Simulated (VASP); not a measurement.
# GaN with AM05: from relaxation to properties, part 8 of 9

What structure and properties does AM05 give GaN, and how near are they to the measured ones? The start is a cell from a database of measured crystal structures.

VASP 6.6.1, plane waves and PAW; the level of theory is named at each step.

Still holding for the runs below: Spin-orbit coupling is off here; it would split degenerate levels.

So far, gap on the k-mesh (eV): 2.02 in steps 2, 3, 6, 9 and 10. The relaxed cell has a = 3.180, c = 5.177 Å (conventional setting).

The database entry behind the starting cell differs from later determinations by our own check (thin film, about 0.3 % long), so it need not match the best structure at ambient conditions.

## Step 12: Starting orbitals for the hybrid

This step: AM05; plane waves and PAW (Ga_d, N) (VASP 6.6.1).

A hybrid converges badly from random orbitals, so a cheap semilocal run writes a WAVECAR on the same mesh first.

INCAR

```
SYSTEM = GaN
PREC = Accurate
ENCUT = 520
EDIFF = 1E-05
NELM = 100
ISMEAR = 0
SIGMA = 0.05
LREAL = .FALSE.
ALGO = Normal
GGA = AM
NBANDS = 24
LORBIT = 11
LWAVE = .TRUE.
LCHARG = .FALSE.
KPAR = 4
```

POSCAR

```
GaN
1.0
    3.1804015281      0.0000000000      0.0000000000
   -1.5902007640      2.7543085176      0.0000000000
    0.0000000000      0.0000000000      5.1773553217
Ga N
2 2
Direct
    0.6666666667      0.3333333333      0.5915912693
    0.3333333333      0.6666666667      0.0915912693
    0.6666666667      0.3333333333      0.9684087307
    0.3333333333      0.6666666667      0.4684087307
```

KPOINTS

```
Automatic mesh
0
Gamma
5 5 3
0 0 0
```

Potentials, in the order of the species: Ga_d and N (PBE family, release 64).

Started as:

```bash
$ mpirun -np 4 vasp_std
```

The program printed:

```text
[... set-up lines as in an earlier step ...]
 entering main loop
       N       E                     dE             d eps       ncg     rms          rms(c)
DAV:   1     0.269364404632E+03    0.26936E+03   -0.18244E+04   528   0.279E+03
DAV:   2     0.415114122816E+01   -0.26521E+03   -0.25469E+03   536   0.501E+02
DAV:   3    -0.279644968487E+02   -0.32116E+02   -0.31823E+02   584   0.142E+02
DAV:   4    -0.289023047924E+02   -0.93781E+00   -0.93550E+00   584   0.276E+01
DAV:   5    -0.289287642463E+02   -0.26459E-01   -0.26456E-01   576   0.408E+00    0.102E+01
DAV:   6    -0.253252796761E+02    0.36035E+01   -0.10637E+01   848   0.516E+01    0.314E+00
DAV:   7    -0.253998723461E+02   -0.74593E-01   -0.14005E+00   512   0.888E+00    0.268E+00
DAV:   8    -0.253915812299E+02    0.82911E-02   -0.22320E-01   824   0.670E+00    0.101E+00
DAV:   9    -0.253685959974E+02    0.22985E-01   -0.88284E-02   832   0.500E+00    0.314E-01
DAV:  10    -0.253696585114E+02   -0.10625E-02   -0.47861E-03   536   0.682E-01    0.930E-02
DAV:  11    -0.253694367957E+02    0.22172E-03   -0.16334E-03   752   0.737E-01    0.387E-02
DAV:  12    -0.253694517623E+02   -0.14967E-04   -0.17838E-04   520   0.103E-01    0.304E-02
DAV:  13    -0.253694537888E+02   -0.20264E-05   -0.83504E-05   536   0.114E-01
   1 F= -.25369454E+02 E0= -.25369454E+02  d E =-.199969E-17
 writing wavefunctions
```

The job ended after 7 s (4 MPI ranks of AMD EPYC 7R43, shared host; peak memory 0.45 GiB).

From OUTCAR (step 12):

```text
   k-points           NKPTS =     10   k-points in BZ     NKDIM =     10   number of bands    NBANDS=     24

   NELECT =      36.0000    total number of electrons

 E-fermi :   5.6072

 k-point     1 :       0.0000    0.0000    0.0000
  band No.  band energies     occupation
    ...
     14       4.2630      2.00000
     15       4.2630      2.00000
     16       5.2796      2.00000
     17       5.3176      2.00000
     18       5.3176      2.00000
     19       7.3309      0.00000
     20       9.5980      0.00000
     21      14.5265      0.00000
     22      15.1703      0.00000
     23      15.1703      0.00000
    ...

  Total       -0.0058653     -0.0058653      0.0009463     -0.0000000     -0.0000000      0.0000000
  in kB       -0.2072036     -0.2072036      0.0334309     -0.0000000     -0.0000000      0.0000000
  external PRESSURE =      -0.1269921 kB  Pullay stress =       0.0000000 kB

 POSITION                                       TOTAL-FORCE (eV/Angst)
 -----------------------------------------------------------------------------------
      1.59020      0.91810      3.06288         0.000000      0.000000      0.000356
     -0.00000      1.83621      0.47420        -0.000000     -0.000000      0.000356
      1.59020      0.91810      5.01380         0.000000     -0.000000     -0.000356
     -0.00000      1.83621      2.42512        -0.000000      0.000000     -0.000356
 -----------------------------------------------------------------------------------
    total drift:                               -0.000001     -0.000002      0.000748

  FREE ENERGIE OF THE ION-ELECTRON SYSTEM (eV)
  ---------------------------------------------------
  free  energy   TOTEN  =       -25.3694537888 eV

  energy  without entropy=      -25.3694537888  energy(sigma->0) =      -25.36945379

[... 7 parts as in an earlier step ...]

[... 9 further parts left out ...]
```

A gap read on the k-mesh alone can miss the band edges.

This step gave:

| Item | Value |
| --- | --- |
| SCF cycles | 13 |
| bands | 24 |
| irreducible k-points | 10 |
| free energy (TOTEN) | -25.37 eV |
| Fermi energy | 5.607 eV |
| pressure | -0.01270 GPa |
| gap on the k-mesh | 2.013 eV |
| least direct gap on the k-mesh | 2.013 eV |

## Step 13: Band structure (HSE06)

This step: HSE06; plane waves and PAW (Ga_d, N) (VASP 6.6.1).

HSE06 mixes in a quarter of exact exchange at short range, at far higher cost; in semiconductors this cures much of the gap error, while metals seldom gain.

INCAR

```
SYSTEM = GaN
PREC = Accurate
ENCUT = 520
EDIFF = 1E-06
NELM = 100
ISMEAR = 0
SIGMA = 0.05
LREAL = .FALSE.
ALGO = Normal
LHFCALC = .TRUE.
AEXX = 0.25
GGA = PE
HFSCREEN = 0.2
LASPH = .TRUE.
NBANDS = 24
PRECFOCK = Fast
LORBIT = 11
LWAVE = .FALSE.
LCHARG = .FALSE.
KPAR = 4
```

POSCAR is that of step 12.

KPOINTS is that of step 12.

KPOINTS_OPT

```
Line mode
6
Line-mode
Reciprocal
  0.00000000   0.00000000   0.00000000 GAMMA
  0.50000000   0.00000000   0.00000000 M

  0.50000000   0.00000000   0.00000000 M
  0.33333333   0.33333333   0.00000000 K

  0.33333333   0.33333333   0.00000000 K
  0.00000000   0.00000000   0.00000000 GAMMA

  0.00000000   0.00000000   0.00000000 GAMMA
  0.00000000   0.00000000   0.50000000 A

  0.00000000   0.00000000   0.50000000 A
  0.50000000   0.00000000   0.50000000 L

  0.50000000   0.00000000   0.50000000 L
  0.33333333   0.33333333   0.50000000 H

  0.33333333   0.33333333   0.50000000 H
  0.00000000   0.00000000   0.50000000 A

  0.50000000   0.00000000   0.50000000 L
  0.50000000   0.00000000   0.00000000 M

  0.33333333   0.33333333   0.00000000 K
  0.33333333   0.33333333   0.50000000 H
```

The run starts from files that an earlier step left in the folder.

Started as:

```bash
$ mpirun -np 4 vasp_std
```

The program printed:

```text
[banner, memory and clock lines left out]
running    4 mpi-ranks, on    1 nodes
 distrk:  each k-point on    1 cores,    4 groups
 distr:  one band on    1 cores,    1 groups

 POSCAR found type information on POSCAR GaN
 POSCAR found :  2 types and       4 ions
 LDA part: xc-table for (Slater+PW92), standard interpolation
 found WAVECAR, reading the header
 POSCAR, INCAR and KPOINTS ok, starting setup
 FFT: planning ... GRIDC
 FFT: planning ... GRID_SOFT
 FFT: planning ... GRID
 reading WAVECAR
 the WAVECAR file was read successfully
 initial charge from wavefunction
 entering main loop
       N       E                     dE             d eps       ncg     rms          rms(c)
DAV:   1    -0.295966610261E+02   -0.29597E+02   -0.12622E+00   616   0.312E+01    0.106E+00
DAV:   2    -0.295788935738E+02    0.17767E-01   -0.19577E-01   648   0.710E+00    0.576E-01
DAV:   3    -0.295719748692E+02    0.69187E-02   -0.35536E-02   736   0.245E+00    0.303E-01
DAV:   4    -0.295720103840E+02   -0.35515E-04   -0.46540E-03   800   0.824E-01    0.184E-01
DAV:   5    -0.295717842636E+02    0.22612E-03   -0.45148E-04   856   0.320E-01    0.970E-02
DAV:   6    -0.295717145776E+02    0.69686E-04   -0.14031E-04   656   0.102E-01    0.507E-02
DAV:   7    -0.295716910164E+02    0.23561E-04   -0.12602E-05   688   0.424E-02    0.301E-02
DAV:   8    -0.295716815140E+02    0.95024E-05   -0.29891E-06   528   0.247E-02    0.181E-02
DAV:   9    -0.295716784286E+02    0.30854E-05   -0.18859E-06   376   0.140E-02    0.114E-02
DAV:  10    -0.295716773859E+02    0.10427E-05   -0.10536E-06   336   0.833E-03    0.731E-03
DAV:  11    -0.295716769914E+02    0.39448E-06   -0.19242E-07   288   0.481E-03
   1 F= -.29571677E+02 E0= -.29571677E+02  d E =-.186530E-10
 Start KPOINTS_OPT (optional k-point list driver)
k-point batch [1-10\54]
       N       E                     dE             ncg
DAV:   1     0.966546460790E+03   -0.91635E+04      504
DAV:   2    -0.204114337382E+04   -0.30077E+04      512
DAV:   3    -0.242343118724E+04   -0.38229E+03      552
DAV:   4    -0.244215064370E+04   -0.18719E+02      656
DAV:   5    -0.244249527000E+04   -0.34463E+00      640
DAV:   6    -0.244250498823E+04   -0.97182E-02      776
DAV:   7    -0.244250518642E+04   -0.19819E-03      584
DAV:   8    -0.244250518999E+04   -0.35751E-05      464
DAV:   9    -0.244250519019E+04   -0.19846E-06      424
[...]
k-point batch [51-54\54]
       N       E                     dE             ncg
DAV:   1     0.924582872957E+04   -0.59975E+04      216
DAV:   2     0.810229496707E+04   -0.11435E+04      200
DAV:   3     0.796160096138E+04   -0.14069E+03      240
DAV:   4     0.795580895393E+04   -0.57920E+01      232
DAV:   5     0.795569210087E+04   -0.11685E+00      240
DAV:   6     0.795568748781E+04   -0.46131E-02      288
DAV:   7     0.795568743118E+04   -0.56632E-04      200
DAV:   8     0.795568743065E+04   -0.52333E-06      192
```

Wall time 30 min (4 MPI ranks); peak memory 0.99 GiB; 1.6 h of CPU time.

Parts of OUTCAR (step 13):

```text
   k-points           NKPTS =     10   k-points in BZ     NKDIM =     75   number of bands    NBANDS=     24

   NELECT =      36.0000    total number of electrons

  exchange ACFDT corr.  =         0.00000000  see jH, gK, PRB 81, 115126

 E-fermi :   4.7709

 k-point     1 :       0.0000    0.0000    0.0000
  band No.  band energies     occupation
    ...
     14       3.4315      2.00000
     15       3.4315      2.00000
     16       4.5341      2.00000
     17       4.5617      2.00000
     18       4.5617      2.00000
     19       7.8281      0.00000
     20      10.3241      0.00000
     21      15.6022      0.00000
     22      16.0941      0.00000
     23      16.0941      0.00000
    ...

 POSITION                                       TOTAL-FORCE (eV/Angst)
 -----------------------------------------------------------------------------------
      1.59020      0.91810      3.06288         0.000000      0.000000     -0.013243
     -0.00000      1.83621      0.47420         0.000000      0.000000     -0.013243
      1.59020      0.91810      5.01380         0.000000      0.000000      0.013243
     -0.00000      1.83621      2.42512        -0.000000      0.000000      0.013243
 -----------------------------------------------------------------------------------
    total drift:                               -0.000004     -0.000003      0.000292

  FREE ENERGIE OF THE ION-ELECTRON SYSTEM (eV)
  ---------------------------------------------------
  free  energy   TOTEN  =       -29.5716769914 eV

  energy  without entropy=      -29.5716769914  energy(sigma->0) =      -29.57167699

[... 8 parts as in an earlier step ...]

[... 8 further parts left out ...]
```

This step gave:

```yaml
scf_cycles: 11
free_energy_toten: -29.57 eV
fermi_energy: 4.771 eV
least_gap_on_mesh_and_path: 3.266 eV
least_direct_gap_on_mesh_and_path: 3.266 eV
```

The electronic bands at the labelled points (eV, zero at the valence-band top; v1 is the highest filled band, c1 the lowest empty one):

```tsv
point	v4	v3	v2	v1	c1	c2	c3	c4
Γ	-1.13	-0.03	0.00	0.00	3.27	5.76	11.04	11.53
0.40 of the way	-2.29	-1.87	-0.48	-0.37	5.20	7.38	9.42	10.35
M	-4.53	-2.98	-2.36	-1.08	6.40	7.04	7.49	10.55
0.40 of the way	-4.46	-3.66	-2.47	-1.76	7.01	7.56	7.99	10.43
K	-5.69	-3.22	-3.22	-2.97	6.35	9.71	9.71	10.01
0.60 of the way	-3.10	-1.97	-0.71	-0.62	5.68	8.02	9.39	9.46
Γ	-1.13	-0.03	0.00	0.00	3.27	5.76	11.04	11.53
0.60 of the way	-0.91	-0.91	-0.24	-0.24	4.79	5.91	10.43	10.88
A	-0.58	-0.58	-0.58	-0.58	5.74	5.74	10.14	10.14
0.40 of the way	-2.02	-2.02	-1.16	-1.16	6.78	6.78	9.25	9.25
L	-2.11	-2.11	-2.04	-2.04	5.73	5.73	9.40	9.40
0.60 of the way	-3.79	-3.79	-1.67	-1.67	7.06	7.06	9.66	9.66
H	-4.54	-4.54	-1.59	-1.59	7.95	7.95	8.76	8.76
0.40 of the way	-2.78	-2.78	-1.95	-1.95	7.15	7.15	9.63	9.63
A	-0.58	-0.58	-0.58	-0.58	5.74	5.74	10.14	10.14
jump to L	-2.11	-2.11	-2.04	-2.04	5.73	5.73	9.40	9.40
0.60 of the way	-3.84	-2.82	-1.95	-1.30	5.85	6.45	8.90	9.80
M	-4.53	-2.98	-2.36	-1.08	6.40	7.04	7.49	10.55
jump to K	-5.69	-3.22	-3.22	-2.97	6.35	9.71	9.71	10.01
0.40 of the way	-5.51	-3.32	-2.60	-2.60	6.90	9.14	9.14	9.86
H	-4.54	-4.54	-1.59	-1.59	7.95	7.95	8.76	8.76
```

Of the projections kept (Ga, N), the largest for each band there; the rest of the weight can lie on other orbitals:

```tsv
point	v4	v3	v2	v1	c1	c2	c3	c4
Γ	N 0.71	N 0.77	N 0.77	N 0.77	N 0.58	Ga 0.73	N 0.81	Ga 1.00
M	N 0.56	N 0.65	N 0.65	N 0.72	Ga 0.90	Ga 0.63	Ga 0.54	N 0.62
K	Ga 0.55	N 0.62	N 0.62	N 0.64	Ga 0.91	N 0.54	N 0.54	N 0.68
Γ	N 0.71	N 0.77	N 0.77	N 0.77	N 0.58	Ga 0.73	N 0.81	Ga 1.00
A	N 0.74	N 0.74	N 0.74	N 0.74	N 0.52	N 0.52	Ga 0.64	Ga 0.64
L	N 0.68	N 0.68	N 0.68	N 0.68	Ga 0.75	Ga 0.75	Ga 0.82	Ga 0.82
```

The electronic bands as a text plot (rows in eV, shown from -7.6 to 8.8 only):

```
    8.4 |    ++    +  ++                       +               ++
    7.7 |      ++++     ++++                  ++++          +  +
    7.1 |  ++++++++   ++++           ++      +    ++++      + +
    6.4 | +  ++++  +++      ++      +  +    +         ++ +++++
    5.7 |+                ++  ++++++    ++++            ++++
    5.0 |  ++                    +
    4.3 | +                 ++  +
    3.6 |                      +
    3.0 |+                    +
    2.3 |
    1.6 |
    0.9 |
    0.2 |**                   **
   -0.4 | *****           **** ******                   *
   -1.1 |**  *****      **  ******  ***               **   **
   -1.8 | ***  *  *     ******   *   *****************   ***   **
   -2.5 |  ********** **               *   *      **     **** *
   -3.2 |  **   **  **  ****                *             * ***
   -3.9 |    **   *** **  **      ***        *  **    ***  *   **
   -4.5 |      *****  ****           **       **    **      *
   -5.2 |    ***   **                  *                      ***
   -5.9 |       *** ******       *                **       ****
   -6.6 |    *** ***      **    *       **   *****       **    **
   -7.3 |****   *           ****          ***            ****
         Γ      M    K        Γ   A       L    H       A|L M|K  H
```

The gap moves by +1.25 eV against AM05, which ran on another mesh.

The path shows a direct gap of 3.27 eV (valence top at Γ, conduction bottom at Γ).

(Continued in part 9 of 9.)

[Lines on the potential files, build, host, timing and source positions are cut from VASP's logs without a mark.]

[Logs are printed without paths, hosts, clocks, repeated set-up lines and the standing remarks that a program may print on its own settings, such as how far it seeks lower states.]

[Hosts, paths, dates, database ids (printed as entryN), source tags and the programs' standing remarks are cut or masked in the printed files.]

[A measured line is paired with the nearest computed mode of its activity, which favours agreement.]
